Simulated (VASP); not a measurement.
# Metal contacts to MoS2, part 3 of 3

Does the barrier of MoS2 follow the work function of the metal under it?

VASP 6.6.1, plane waves and PAW; the level of theory is named at each step.

So far: Relax the free sheet, optB86b-vdW; Levels of the free sheet, optB86b-vdW; Relax the metal slab, optB86b-vdW; Work function of the metal, optB86b-vdW; Relax the contact, optB86b-vdW; Levels of the contact, optB86b-vdW.

## 8. Free sheet on the mesh of the contact, optB86b-vdW

The binding energy needs the sheet at the mesh and smearing of the contact.

Level: optB86b-vdW, no spin polarisation; plane waves and PAW (Mo_sv, S).

System, named by how it was started: 2H-MoS2 monolayer. The cell holds 9 atoms: 3 Mo and 6 S. Cell: a = 5.471 Å, b = 5.471 Å, c = 22.000 Å, α = 90.0°, β = 90.0°, γ = 120.0°. It derives from MoS2 (2H-MoS2 monolayer). Vacuum lies along c.

INCAR reads:

```
SYSTEM = MoS2
PREC = Normal
ENCUT = 330
EDIFF = 1E-05
NELM = 120
ISMEAR = 1
SIGMA = 0.1
LREAL = .FALSE.
ALGO = Fast
GGA = MK
AGGAC = 0
LUSE_VDW = .TRUE.
PARAM1 = 0.1234
PARAM2 = 1
LASPH = .TRUE.
NBANDS = 48
LMAXMIX = 4
LORBIT = 11
LWAVE = .FALSE.
LCHARG = .FALSE.
KPAR = 4
IDIPOL = 3
LDIPOL = .TRUE.
DIPOL = 0.5 0.5 0.5
```

POSCAR reads:

```
MoS2
1.0
    4.7378463371      2.7353968581      0.0000000000
   -4.7378463370      2.7353968581      0.0000000000
    0.0000000000      0.0000000000     22.0000000000
Mo S
3 6
Direct
    0.3333333333      0.3333333334      0.5000000000
    0.6666666667      0.0000000000      0.5000000000
    0.0000000000      0.6666666667      0.5000000000
    0.3333333333      0.0000000000      0.4286065166
    0.6666666667      0.6666666666      0.4286065166
    0.0000000000      0.3333333333      0.4286065166
    0.3333333333      0.0000000000      0.5713934834
    0.6666666667      0.6666666666      0.5713934834
    0.0000000000      0.3333333333      0.5713934834
```

KPOINTS reads:

```
Automatic mesh
0
Gamma
6 6 1
0 0 0
```

Potentials, in the order of the species: Mo_sv and S (PBE family, release 64).

Command:

```bash
$ mpirun -np 4 vasp_std
```

The log of the run:

```text
[banner, memory and clock lines left out]
running    4 mpi-ranks, on    1 nodes
[...]
[... a notice as in an earlier step ...]

 [... a notice as in an earlier step ...]

 LDA part: xc-table for (Slater+PW92), standard interpolation
 POSCAR, INCAR and KPOINTS ok, starting setup
[...]
entering main loop
       N       E                     dE             d eps       ncg     rms          rms(c)
DAV:   1     0.535288037748E+03    0.53529E+03   -0.32903E+04   896   0.912E+02
DAV:   2    -0.171044957856E+01   -0.53700E+03   -0.52730E+03   912   0.254E+02
DAV:   3    -0.511192283875E+02   -0.49409E+02   -0.48910E+02   808   0.737E+01
DAV:   4    -0.524802269995E+02   -0.13610E+01   -0.13495E+01   880   0.121E+01
[...]
RMM:  18    -0.481323786931E+02   -0.49192E-04   -0.66789E-06   524   0.103E-02    0.404E-03
RMM:  19    -0.481324361073E+02   -0.57414E-04   -0.72874E-06   520   0.944E-03    0.345E-03
RMM:  20    -0.481324403827E+02   -0.42753E-05   -0.14913E-06   366   0.442E-03
   1 F= -.48132440E+02 E0= -.48132679E+02  d E =0.715447E-03
```

It took 81 s on 4 MPI ranks of Intel Xeon 6975P-C (Granite Rapids), shared host; peak memory 2.2 GiB; 5.3 min of CPU time.

From OUTCAR (step 8):

```text
  Total       -0.0018440     -0.0018440     -0.4468415     -0.0000000      0.0000000      0.0000000
  in kB       -0.0051811     -0.0051811     -1.2554809     -0.0000000      0.0000000      0.0000000
  external PRESSURE =      -0.4219477 kB  Pullay stress =       0.0000000 kB

 POSITION                                       TOTAL-FORCE (eV/Angst)
 -----------------------------------------------------------------------------------
     -0.00000      1.82360     11.00000        -0.000000      0.000000     -0.000000
      3.15856      1.82360     11.00000        -0.000000      0.000000     -0.000000
     -3.15856      1.82360     11.00000        -0.000000      0.000000     -0.000000
      1.57928      0.91180      9.42934         0.000000      0.000000     -0.003554
      0.00000      3.64720      9.42934         0.000000     -0.000000     -0.003554
     -1.57928      0.91180      9.42934         0.000000      0.000000     -0.003554
      1.57928      0.91180     12.57066        -0.000000     -0.000000      0.003554
      0.00000      3.64720     12.57066         0.000000     -0.000000      0.003554
     -1.57928      0.91180     12.57066        -0.000000     -0.000000      0.003554
 -----------------------------------------------------------------------------------
    total drift:                                0.000000     -0.000065      0.000001

  FREE ENERGIE OF THE ION-ELECTRON SYSTEM (eV)
  ---------------------------------------------------
  free  energy   TOTEN  =       -48.1324403827 eV

  energy  without entropy=      -48.1331558298  energy(sigma->0) =      -48.13267887

[... 1 part as in an earlier step ...]

[... 2 further parts left out ...]
[key lines of the parts left out:]
E-fermi :  -2.3870
```

This run gave:

| Item | Value |
| --- | --- |
| energy(sigma→0) of the program | -48.1327 eV |

## 9. The whole series

The other members went through these steps as far as the tables show, with one cutoff, energies on the coarser mesh and levels on the finer; 46 runs are not shown, of which 3 ended short or failed. The session took 56 core hours (wall time by ranks) on a shared machine.

The sheet's edges are those of the free sheet, carried over by the core potential of Mo. Gap of the free sheet: 1.77 eV. Metals are cut along their close-packed face. Distance: mean height of the sheet's lower layer over the top metal layer; binding: contact less relaxed slab and free sheet, by cell area. Atoms of the sheet's lower layer that start on top of a surface metal atom: Au 0 of 3, Ag 0 of 3, Al 0 of 3, Pd 0 of 3, Ir 0 of 3, Rh 0 of 3, Ru 0 of 3, Re 0 of 3, Os 0 of 3, Zn 0 of 3.

| metal | strain against the database cell (%) | distance (Å) | binding energy (meV/Å²) | work function of the metal (eV) | work function with the sheet (eV) | Fermi level above the sheet's valence top or Dirac point (eV) | sheet's conduction bottom or Dirac point above the Fermi level (eV) |
| --- | --- | --- | --- | --- | --- | --- | --- |
| Au | -5.21 | 3.04 | -33.41 | 5.70 | 5.19 | ? | ? |
| Ag | -5.46 | 2.75 | -38.00 | 5.01 | 4.81 | 1.28 | 0.49 |
| Al | -4.48 | 2.81 | -33.03 | 4.15 | 4.73 | 1.38 | 0.40 |
| Pd | -0.55 | 2.28 | -75.75 | 5.54 | 5.18 | 0.88 | 0.90 |
| Ir | 0.73 | 2.36 | -66.36 | 5.70 | 5.06 | 1.02 | 0.76 |
| Rh | 1.84 | 2.23 | -89.52 | 5.33 | 5.08 | 0.97 | 0.80 |
| Ru | 1.37 | 2.27 | -93.68 | 5.24 | 4.93 | 1.12 | 0.65 |
| Re | -0.91 | 2.42 | -82.86 | 5.27 | 4.84 | 1.23 | 0.55 |
| Os | -0.28 | 2.38 | -73.94 | 5.60 | 5.00 | 1.07 | 0.70 |
| Zn | 2.94 | 3.01 | -28.37 | 4.41 | 4.77 | 1.32 | 0.45 |

## 10. Against the metal's work function

A least-squares straight line through the 9 rows shown, with W the work function of the strained metal in eV: Fermi level above the valence top or Dirac point = − 0.2687 W + 2.521 (eV), r.m.s. residual 0.087 eV.

For the withheld row, W = 5.695, the fit gives 0.991 eV.

## 11. The withheld row

The calculation gives 0.905 eV, so the prediction is 0.086 eV too high, within twice the residual of the fit.

## 12. Outcome

```json
{
 "fall of the level per eV of work function": "0.27",
 "error for Au": "0.086 eV",
 "strongest binding": "Ru, -94 meV/Å² at 2.27 Å",
 "weakest binding": "Zn, -28 meV/Å² at 3.01 Å"
}
```

**Reading.** A slope of 1 is the Schottky-Mott limit and 0 full pinning; the fit gives 0.27. A second line-up, by the vacuum level above the sheet, differs from the one by core potentials by up to 0.03 eV, and meshes were not tested, so closer ranks of barriers, and of binding within a few meV/Å², are ties. The lowest electron barrier is at Al (0.40 eV). Barriers rest on a semilocal gap, which is too small for a free sheet. Spin-orbit coupling, which splits and raises the valence top of this sheet, is left out. On Pd, Ir, Rh, Ru, Re and Os the sheet sits closer than 2.55 Å; there its bands mix with the metal's, and levels carried over from the free sheet are a guide only. The distances that sort contacts in this text are picked. One registry and four metal layers were run for each, strained as the table shows; another registry can bind at another distance.

[Lines on the potential files, build, host, timing and source positions are cut from VASP's logs without a mark.]

[Logs are printed without paths, hosts, clocks, repeated set-up lines and the standing remarks that a program may print on its own settings, such as how far it seeks lower states.]

[Hosts, paths, dates, database ids (printed as entryN), source tags and the programs' standing remarks are cut or masked in the printed files.]
